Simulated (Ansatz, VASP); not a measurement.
Y3Mg in VASP and in Ansatz

INCAR

```
PREC = Accurate
ENCUT = 520
EDIFF = 1E-6
ISMEAR = 1
SIGMA = 0.05
LREAL = False
LASPH = True
NELM = 100
ALGO = Normal
ISIF = 2
LWAVE = False
LCHARG = True
GGA = CA
LELF = True
LVHAR = True
NBANDS = 26
```

The input KPOINTS:

```
regular mesh
0
Gamma
  5 5 5
```

Contents of POSCAR:

```
Y3Mg
1.0
    0.0000000000      3.8521200821      3.8521200821
    3.8521200821      0.0000000000      3.8521200821
    3.8521200821      3.8521200821      0.0000000000
Y Mg
3 1
Direct
    0.5000000000      0.5000000000      0.5000000000
    0.2500000000      0.2500000000      0.2500000000
    0.7500000000      0.7500000000      0.7500000000
    0.0000000000      0.0000000000      0.0000000000
```

Input for Ansatz:

```yaml
crystal:
  lattice:
    - [0.0, 3.852120082139224, 3.852120082139224]
    - [3.852120082139224, 0.0, 3.852120082139224]
    - [3.852120082139224, 3.852120082139224, 0.0]
  atoms:
    - { symbol: "Y", position: [0.5, 0.5, 0.5] }
    - { symbol: "Y", position: [0.25, 0.25, 0.25] }
    - { symbol: "Y", position: [0.75, 0.75, 0.75] }
    - { symbol: Mg, position: [0.0, 0.0, 0.0] }
basis:
  ecutwfc: 500.0
kpoints:
  mp_grid:
    grid: [5, 5, 5]
hamiltonian:
  xc: lda
scf:
  convergence:
    dr2_threshold: 1.0e-05
  mixing:
    algorithm: anderson
    beta: 0.2
    ndim: 4
  occupations:
    method: methfessel_paxton
    width: 0.05
output:
  stress: true
```

The cell comes from a database or a generator and needn't be the stable form of this composition.

Alike in both runs: task single point; functional LDA; k mesh 5 × 5 × 5; occupations methfessel-paxton of order 1, width 0.05 eV; no spin polarisation.

|  | VASP | Ansatz |
| --- | --- | --- |
| version | VASP 6.6.1 | Ansatz 0.2.0 |
| potentials or method | VASP PAW LDA potentials, release 64 (Y_sv, Mg) | plane waves, PAW |
| plane-wave cutoff (eV) | 520 | 500 |
| valence electrons in the cell | 35 | 43 |

```csv
,VASP,Ansatz,Ansatz less VASP
pressure (GPa),-2.2,-1.9,+0.31
```

The two sets of potentials don't hold the same shells in valence. Ansatz warned: «stress_scf_threshold_loose».
